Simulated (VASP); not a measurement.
A run of VASP 6.6.1 is set up as follows.

Contents of INCAR:

```
  ALGO = Fast
  EDIFF = 1E-7
  EDIFFG = -0.01
  ENCUT = 600
  GGA = PS
  IBRION = 2
  ISIF = 3
  ISMEAR = 0
  KPAR = 4
  LASPH = T
  LCHARG = F
  LREAL = F
  LWAVE = F
  NELM = 100
  NSW = 60
  PREC = Accurate
  SIGMA = 0.02
```

Contents of KPOINTS:

```
k-points
0
Gamma
  3 2 2
```

Contents of POSCAR:

```
Sn3GeO8
1.0
    4.6649875200      0.0000000000      0.0000000000
    0.0000000000      4.6649875200      3.1402975500
    0.0000000000     -4.6649875200      3.1402975500
Ge Sn O
1 3 8
Direct
    0.5000000000      0.0000000000      0.5000000000
    0.5000000000      0.5000000000      0.0000000000
    0.0000000000      0.0000000000      0.0000000000
    0.0000000000      0.5000000000      0.5000000000
    0.1940277000      0.1529861500      0.3470138500
    0.1940277000      0.6529861500      0.8470138500
    0.8059723000      0.3470138500      0.1529861500
    0.8059723000      0.8470138500      0.6529861500
    0.3059723000      0.1529861500      0.8470138500
    0.3059723000      0.6529861500      0.3470138500
    0.6940277000      0.3470138500      0.6529861500
    0.6940277000      0.8470138500      0.1529861500
```

Potentials or basis: VASP PAW PBE potentials, release 64 (Ge_d, Sn_d, O).

The run is started by

```console
$ cat potpaw_PBE.64/Ge_d/POTCAR potpaw_PBE.64/Sn_d/POTCAR potpaw_PBE.64/O/POTCAR > POTCAR
$ mpirun -np 4 vasp_std > vasp.out
```

**Question.** Estimate the space group after relaxing (to 0.05 Å).

**Answer.** C2/m (No. 12).

**Question.** Estimate the relaxed volume.

**Answer.** 11.45 Å³/atom.

Stress tensor (GPa, compression positive):
```
-0.11  0.02  0.00
 0.02  0.02  0.00
 0.00  0.00  0.01
```

Caveat: the k mesh is coarse (spacing up to 0.60 Å⁻¹), so the values aren't converged; the PAW data sets were made with another functional, which shifts forces and pressure a little.
